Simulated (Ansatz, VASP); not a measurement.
## Cross-check of SrBRh between VASP and Ansatz

Aim: how closely do two programs agree when they are given the same cell, functional and k mesh? The cell is generated by rule, not measured, and may not be a known phase. The cell is taken from a series of VASP runs on this material, whose earlier steps may have relaxed, scaled or displaced it; both programs get it as it stands.

Program: Ansatz 0.2.0. Level of theory: plane waves, with VASP 6.6.1 beside it; single point at PBE. Results are calculated unless marked as measured.

**1. Set-up**

The structure is hexagonal, space group P-6m2 (No. 187). The conventional cell has a = 3.565 Å, b = 3.565 Å, c = 5.506 Å, α = 90.00°, β = 90.00°, γ = 120.00°. Sr has 2 B at 2.75 Å nearest. Nearest to B lie 3 Rh at 2.06 Å and 2 Sr at 2.75 Å. Nearest to Rh lie 3 B at 2.06 Å. Farther neighbours are not listed.

**2. VASP: single point, PBE**

With cell and atoms fixed, the geometry can't cause a difference; cores, projectors, grids and the points listed under the comparison can.

Lines of VASP's logs that name or quote its potential files are left out, and so is its time.

The input, INCAR:

```
SYSTEM = SrBRh
PREC = Accurate
ENCUT = 420
EDIFF = 1E-06
NELM = 100
ISMEAR = -1
SIGMA = 0.05
LREAL = .FALSE.
ALGO = Normal
GGA = PE
LORBIT = 11
LWAVE = .FALSE.
LCHARG = .TRUE.
ISIF = 2
LELF = .TRUE.
LVHAR = .TRUE.
```

The input, POSCAR:

```
SrBRh
1.0
    3.5654050801     -0.0000000009      0.0000000000
   -1.7827025467      3.0877313809      0.0000000000
    0.0000000000      0.0000000000      5.5059563869
Sr B Rh
1 1 1
Direct
    0.0000000000      0.0000000000      0.5000000000
    0.0000000000      0.0000000000      0.0000000000
    0.6666666700      0.3333333300      0.0000000000
```

The input, KPOINTS:

```
Automatic mesh
0
Gamma
9 9 5
0 0 0
```

PAW data sets: Sr_sv, B and Rh_pv (PBE family, release 64).

Run with:

```bash
$ mpirun -np 1 vasp_std
```

Numbers of over 12 decimals in the logs are rounded to 6 here.

The log of the run:

```text
[banner, memory and clock lines left out]
running    1 mpi-ranks, on    1 nodes
 distrk:  each k-point on    1 cores,    1 groups
 distr:  one band on    1 cores,    1 groups

 POSCAR found type information on POSCAR SrB Rh
 POSCAR found :  3 types and       3 ions
 LDA part: xc-table for (Slater+PW92), standard interpolation
 POSCAR, INCAR and KPOINTS ok, starting setup
 FFT: planning ... GRIDC
 FFT: planning ... GRID_SOFT
 FFT: planning ... GRID
 WAVECAR not read
 entering main loop
       N       E                     dE             d eps       ncg     rms          rms(c)
DAV:   1     0.177918950712E+03    0.17792E+03   -0.14884E+04  1360   0.130E+03
DAV:   2    -0.861670728196E+01   -0.18654E+03   -0.18307E+03  1494   0.349E+02
DAV:   3    -0.172429357857E+02   -0.86262E+01   -0.85333E+01  2206   0.646E+01
DAV:   4    -0.173905201371E+02   -0.14758E+00   -0.14736E+00  1574   0.645E+00
DAV:   5    -0.173946071173E+02   -0.40870E-02   -0.40860E-02  1914   0.862E-01    0.228E+01
DAV:   6    -0.163538722774E+02    0.10407E+01   -0.21363E+01  1356   0.291E+01    0.100E+01
DAV:   7    -0.157222185773E+02    0.63165E+00   -0.96740E+00  1520   0.201E+01    0.115E+01
DAV:   8    -0.155559939692E+02    0.16622E+00   -0.88157E-01  1492   0.542E+00    0.480E+00
DAV:   9    -0.155424192148E+02    0.13575E-01   -0.10766E-01  1444   0.242E+00    0.452E-01
DAV:  10    -0.155422483371E+02    0.17088E-03   -0.56009E-03  1652   0.482E-01    0.182E-01
DAV:  11    -0.155423000823E+02   -0.51745E-04   -0.39513E-04  1702   0.116E-01    0.606E-02
DAV:  12    -0.155423051662E+02   -0.50838E-05   -0.77977E-05  1496   0.717E-02    0.124E-02
DAV:  13    -0.155423067434E+02   -0.15772E-05   -0.82308E-06  1552   0.241E-02    0.759E-03
DAV:  14    -0.155423065004E+02    0.24305E-06   -0.78702E-07   768   0.670E-03
   1 F= -.15542307E+02 E0= -.15534574E+02  d E =-.154644E-01
```

From OUTCAR (step 2):

```text
ion  position               nearest neighbor table
   1  0.000  0.000  0.500-   2 2.75   2 2.75   3 3.44   3 3.44   3 3.44   3 3.44   3 3.44   3 3.44

  LATTYP: Found a hexagonal cell.
 ALAT       =     3.5654050801
 C/A-ratio  =     1.5442723234

 Subroutine GETGRP returns: Found 12 space group operations
 (whereof 12 operations were pure point group operations)

The static configuration has the point symmetry D_3h.

 Found     36 irreducible k-points:

   k-points           NKPTS =     36   k-points in BZ     NKDIM =     36   number of bands    NBANDS=     18

   dimension x,y,z NGX =    24 NGY =   24 NGZ =   40
   dimension x,y,z NGXF=    48 NGYF=   48 NGZF=   80

   ENCUT  =  420.0 eV  30.87 Ry    5.56 a.u.   5.96  5.96  9.20*2*pi/ulx,y,z

   NELECT =      28.0000    total number of electrons

 k-points in reciprocal lattice and weights: Automatic mesh
   0.00000000  0.00000000  0.00000000       0.002
   0.11111111  0.00000000  0.00000000       0.015
   0.22222222  0.00000000  0.00000000       0.015
   0.33333333  0.00000000  0.00000000       0.015
   0.44444444  0.00000000  0.00000000       0.015
   0.11111111  0.11111111  0.00000000       0.015
   0.22222222  0.11111111  0.00000000       0.030
   0.33333333  0.11111111  0.00000000       0.030
   0.44444444  0.11111111  0.00000000       0.015
[...]
0.33333333  0.22222222  0.40000000       0.059
   0.33333333  0.33333333  0.40000000       0.010

 average (electrostatic) potential at core
       1 -36.6671       2 -27.8074       3 -77.5539

 E-fermi :   4.9834

 k-point     1 :       0.0000    0.0000    0.0000
  band No.  band energies     occupation
    ...
     11       1.5541      2.00000
     12       3.1370      2.00000
     13       3.1370      2.00000
     14       3.8055      2.00000
     15       4.9160      1.58760
     16       8.1079      0.00000
     17       8.1079      0.00000
     18      10.7385      0.00000

 k-point     2 :       0.1111    0.0000    0.0000
  band No.  band energies     occupation
    ...
     10       0.5655      2.00000
     11       1.7272      2.00000
     12       2.6747      2.00000
     13       3.1014      2.00000
     14       4.3237      2.00000
     15       5.1062      0.15798
     16       7.6646      0.00000
     17       8.3801      0.00000
     18       9.5903      0.00000

 k-point     3 :       0.2222    0.0000    0.0000
  band No.  band energies     occupation
    ...
     10       0.9925      2.00000
     11       2.1076      2.00000
     12       2.1176      2.00000
     13       3.0127      2.00000
     14       4.9664      1.16837
     15       5.5609      0.00002
     16       6.8151      0.00000
     17       8.6539      0.00000
     18       8.9175      0.00000

  Total        0.0092533      0.0092533     -0.0062173     -0.0000000      0.0000000     -0.0000000
  in kB        0.2445819      0.2445819     -0.1643354     -0.0000000      0.0000000     -0.0000000
  external PRESSURE =       0.1082761 kB  Pullay stress =       0.0000000 kB

  energy-cutoff  :      420.00
  volume of cell :       60.62
      direct lattice vectors                 reciprocal lattice vectors
     3.565405080 -0.000000001  0.000000000     0.280473040  0.161931185  0.000000000
    -1.782702547  3.087731381  0.000000000     0.000000000  0.323862369  0.000000000
     0.000000000  0.000000000  5.505956387     0.000000000  0.000000000  0.181621489

 POSITION                                       TOTAL-FORCE (eV/Angst)
 -----------------------------------------------------------------------------------
      0.00000      0.00000      2.75298        -0.000000      0.000000      0.000000
      0.00000      0.00000      0.00000        -0.000000      0.000000      0.000000
      1.78270      1.02924      0.00000         0.000000     -0.000000      0.000000
 -----------------------------------------------------------------------------------
    total drift:                               -0.000025      0.000015      0.000000

  FREE ENERGIE OF THE ION-ELECTRON SYSTEM (eV)
  ---------------------------------------------------
  free  energy   TOTEN  =       -15.5423065004 eV

  energy  without entropy=      -15.5268421055  energy(sigma->0) =      -15.53457430

 total charge
# of ion       s       p       d       tot
------------------------------------------
    1        2.054   5.746   0.265   8.066
    2        0.762   1.004   0.000   1.767
    3        0.473   6.227   7.226  13.926
--------------------------------------------------
tot          3.289  12.978   7.491  23.758

[... 3 further parts left out ...]
```

The k-mesh is coarse for a metal.

The run ends at a pressure of 0.01 GPa.

**3. Ansatz: single point, PBE**

Ansatz runs on its default PAW (the set named soft_2) files.

The same cell, functional, mesh and smearing now go to Ansatz, which takes its cutoff from its data sets.

The input, input.yaml:

```yaml
crystal:
  lattice:
    - [3.5654050801, -9.0e-10, 0.0]
    - [-1.7827025467, 3.0877313809, 0.0]
    - [0.0, 0.0, 5.5059563869]
  atoms:
    - { symbol: Sr, position: [0.0, 0.0, 0.5] }
    - { symbol: B, position: [0.0, 0.0, 0.0] }
    - { symbol: Rh, position: [0.66666667, 0.33333333, 0.0] }
hamiltonian:
  xc: pbe
  pseudopotentials: { kind: paw }
kpoints:
  mp_grid: { grid: [9, 9, 5] }
scf:
  occupations: { method: fermi_dirac, width: 0.05 }
  n_extra_bands: 4
output:
  forces: true
  stress: true
  eigenvalues: true
```

Run with:

```bash
$ ansatz run input.yaml --threads 2 --pin off --max-ram 4608MiB --backend cpu --events-out ev --progress --plain --runs-dir out
```

The log of the run:

```text
Warning: the atoms were moved onto the symmetric positions of the space group found under crystal.symmetry.tolerance 1.0e-5 (fractional; no operation is sought that the atoms, as they stand in a round, miss by more than twice it, and no atom is moved by as much as it), and the run uses the moved positions. Before a round's move an operation carried an atom to 2.38e-8 Å from where it should land, the largest such dist [...]
scf.n_extra_bands = 4 over 15 filled bands (N_el = 30.0): the run solves 19 bands
Engine: ansatz 0.2.0, aarch64-unknown-linux-gnu
Pseudopotentials: kind: paw
Pseudopotential: Sr, paw, valence charge 10, recommended cutoff 420 eV (normal), Sr.paw.azcp
Pseudopotential: B, paw, valence charge 3, recommended cutoff 420 eV (normal), B.paw.azcp
Pseudopotential: Rh, paw, valence charge 17, recommended cutoff 420 eV (normal), Rh.paw.azcp
Functional definition: PBE
  parameter kappa = 0.804
  parameter beta = 0.066725
  exchange = pbe_x(kappa = kappa, mu = beta*pi^2/3)
  correlation = pbe_c(beta = beta)
Crystal: 3 atoms, lattice volume = 60.615 Å³
Basis set: ecut = 420 eV, 1153 PW (Γ), exchange–correlation on 48×48×80 points (8 copies of the dense FFT grid, shifted against one another)
Bands: 19, of which v1, the nominal top of the filled ones, is band 15 counted from 1 (14 counted from 0)
Symmetry: 12 space group operations
Space group: P-6m2 (ITA 187), of the structure as read, at distance tolerance 3.9e-5 Å
k-points: 36 of 405 (time reversal used)
Non-local potential: Sr, projectors of the file, l = 0: 3, l = 1: 2, l = 2: 2
Non-local potential: B, projectors of the file, l = 0: 2, l = 1: 2, l = 2: 1
Non-local potential: Rh, projectors of the file, l = 0: 3, l = 1: 2, l = 2: 2, l = 3: 1
PAW form: soft (Blöchl's): semilocal exchange-correlation on the pseudo side does not see the compensation charge
PAW one-centre angular grid: Sr, 110 points (default); XC on 64 Gauss nodes
PAW one-centre angular grid: B, 110 points (default); XC on 64 Gauss nodes
PAW one-centre angular grid: Rh, 590 points (default); XC on 64 Gauss nodes
Initial density: superposition of atomic densities (neutral atoms: chi_scale 0, normalization atom), corrected by the library's trained network
Initial wavefunctions: pseudopotential atomic-orbital guess
Functional: x = pbe(κ = 0.804, μ = 0.219515), c = pbe(β = 0.066725)
SCF iter   1: F=—  HF=-10102.999930 eV  |F-HF|=—  |Δ(HF+E_count)|=         —  Δρ=1.16e-2  dr2=1.90e-1  ethr=1.77e-3  ⟨swp⟩=7.4  Hψ=4069  notcnv=0
preconditioner: auto → Kerker (q_TF=auto, 2.427 Å⁻¹)  [metal: Δε(μ)=0.034 eV  Ē_g=9.570 eV  σ=0.050 eV  W_gap=0.16  n_scr=22 (ndim 8)  ℏωp=21.3 eV  f_vac=0.000  D(μ)=1.53/eV (n_scr^D=8)]
SCF iter   2: F=—  HF=-10102.986601 eV  |F-HF|=—  |Δ(HF+E_count)|=   1.33e-2  Δρ=4.09e-3  dr2=2.27e-2  ethr=6.33e-4  ⟨swp⟩=1.1  Hψ=976  notcnv=0
SCF iter   3: F=—  HF=-10102.984041 eV  |F-HF|=—  |Δ(HF+E_count)|=   2.56e-3  Δρ=1.19e-3  dr2=2.38e-3  ethr=7.56e-5  ⟨swp⟩=1.1  Hψ=695  notcnv=0
SCF iter   4: F=—  HF=-10102.983821 eV  |F-HF|=—  |Δ(HF+E_count)|=   2.21e-4  Δρ=3.39e-4  dr2=8.65e-5  ethr=7.92e-6  ⟨swp⟩=1.8  Hψ=774  notcnv=0
SCF iter   5: F=—  HF=-10102.983834 eV  |F-HF|=—  |Δ(HF+E_count)|=   1.33e-5  Δρ=1.00e-4  dr2=8.27e-6  ethr=2.88e-7  ⟨swp⟩=2.0  Hψ=946  notcnv=0
SCF iter   6: F=—  HF=-10102.983836 eV  |F-HF|=—  |Δ(HF+E_count)|=   2.09e-6  Δρ=2.98e-5  dr2=6.35e-7  ethr=2.76e-8  ⟨swp⟩=2.9  Hψ=1115  notcnv=0
SCF iter   7: F=—  HF=-10102.983836 eV  |F-HF|=—  |Δ(HF+E_count)|=   1.23e-8  Δρ=7.92e-6  dr2=1.03e-7  ethr=3.33e-10  ⟨swp⟩=6.6  Hψ=3307  notcnv=0
SCF iter   8: F=-10102.983836 eV  HF=-10102.983836 eV  |F-HF|=1.07e-9  |Δ(HF+E_count)|=   1.56e-9  Δρ=2.13e-6  dr2=4.11e-9  ethr=3.33e-10  ⟨swp⟩=4.0  Hψ=2091  notcnv=0
SCF 1 converged in 8 iterations: F = -10102.983836 eV  dr2 = 4.11e-9
  greatest PAW one-centre occupation: 1.000 electrons in one spin orbital (limit 2), on the Rh atom at site 2 (counted from 0), in its partial waves of l = 0
SCF converged after 8 iterations
Free energy (F): -10102.983836 eV
Harris-Foulkes:  -10102.983836 eV  (|F-HF|=1.07e-9)
Internal energy: -10102.968483 eV  (E = F + TS)
E sigma→0 (E₀):  -10102.976159 eV
Entropy (-TS):   -0.015353 eV (-5.118 meV/atom)
Fermi energy:    10.903554 eV
--- Per-component energies (eV) ---
  E_band       = -334.602667
  E_kinetic    = 863.138897
  E_local      = -3359.743804  (includes V_loc(G=0)·N_el)
  E_nonlocal   = 570.427374
  E_hartree    = 1191.647700
  E_xc         = -425.885291
  E_vxc        = -476.763554  (∫ρ·V_xc dr)
  E_paw        = -6360.396863  (= ΣΔE_a)
  E_vpaw       = -314.958183  (= ΣTr[D̂ρ^β])
  E_aug_tail   = 0.000881  (compensation charges beyond the density's cutoff)
  E_ewald      = -2582.157376
  E_smearing   = -0.015353  (= −TS)
  E_closure    = -0.000000  (closes the sum)
  Σ components = -10102.983836   (vs F -10102.983836, Δ=0.00e0)
--- Forces (eV/Å), atoms counted from 1 ---
  atom   1  Sr     0.00000000    -0.00000000     0.00000000
  atom   2  B      0.00000000     0.00000000    -0.00000000
  atom   3  Rh     0.00000000     0.00000000    -0.00000000
  max |Σ_I F_I| component: 4.26e-16 eV/Å
--- Stress (GPa, compression-positive) ---
        0.069463      -0.000000      -0.000000
       -0.000000       0.069463      -0.000000
       -0.000000      -0.000000      -0.067265
  P = ⅓ Tr σ = 0.0239 GPa (0.239 kbar)
--- Band table (eV; the first three rows and the last of 36) ---
  k-point 0: bands = [... 11 lower, 7.4677, 9.0446, 9.0446, 9.7223, 10.8352, 14.0392, 14.0392, 16.6670]
  k-point 1: bands = [... 11 lower, 7.4712, 9.0426, 9.0426, 9.2995, 10.6866, 14.1142, 14.1142, 16.4373]
  k-point 2: bands = [... 11 lower, 7.3694, 8.8396, 9.0387, 9.0387, 10.3755, 14.2582, 14.2582, 16.1650]
  k-point 35: bands = [... 11 lower, 8.0040, 8.3226, 8.8983, 9.2022, 11.2132, 11.9843, 12.8412, 13.0476]
```

Wall time 4.5 s (2 threads of Arm Neoverse N1, shared host); peak memory 0.35 GiB; 8.3 s of CPU time.

In the SCF lines HF is the Harris–Foulkes energy and dr2 the Hartree energy of the density residual, in eV; the loop may stop once dr2 is under the threshold and the program's other checks hold. Hψ counts applications of the Hamiltonian.

The run ends at a pressure of 0.02 GPa.

**4. Side by side**

Known differences besides the potentials themselves: the data sets hold 30 valence electrons in Ansatz (default PAW (the set named soft_2) files) and 28 in VASP; VASP leaves aspherical gradient terms in its spheres out (LASPH is not set), Ansatz keeps them. Total energies have different zeros and are not compared.

Both answers:

| quantity | Ansatz | VASP | difference |
| --- | --- | --- | --- |
| pressure (GPa) | 0.02 | 0.01 | +0.01 |
| pressure without Ansatz's Pulay correction (GPa) | -0.04 | 0.01 | -0.05 |

Ansatz's pressure holds a Pulay correction of 0.07 GPa; VASP's holds none.

**5. Results**

```
difference in pressure (single point, PBE) : 0.013 GPa
```

**Reading.** The difference in pressure is 0.013 GPa (single point, PBE), within the 1 GPa picked in this series as the mark of a large difference. Such differences can come from data sets, numerical settings and the points named under the comparisons, not from the functional's error against experiment.

[Lines on the potential files, build, host, timing and source positions are cut from VASP's logs without a mark.]

[Logs are printed without paths, hosts, clocks, repeated set-up lines and the standing remarks that a program may print on its own settings, such as how far it seeks lower states.]

[Hosts, paths, dates, database ids (printed as entryN), source tags and the programs' standing remarks are cut or masked in the printed files.]
